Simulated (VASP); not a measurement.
Energy against volume of SrTe (rock salt). These are TPSS meta-GGA, VASP's PBE PAW potentials (set 64) (plane waves; VASP 6.6.1) values and carry that method's errors. Settings: 520 eV cut-off, 7×7×7 Γ-centred mesh, Gaussian smearing of 0.050 eV, potentials Sr_sv Te.

```csv
V (Å³/atom),E (eV/atom)
36.748,-12.53796
37.885,-12.54164
39.022,-12.53833
40.158,-12.52904
```

### Question
Fit these four points and predict the energy of the run at 35.612 Å³/atom.

### Answer
A cubic in V^(−2/3), the third-order Birch-Murnaghan form, passes through the four points with V0 = 37.89 Å³/atom and B0 = 33 GPa, and gives -12.5261 eV/atom there. The run gave -12.5261 eV/atom, +0.0 meV/atom from the fit; all five points give B0 = 33 GPa.

The compound is SrTe in the rock salt structure. It was relaxed first.
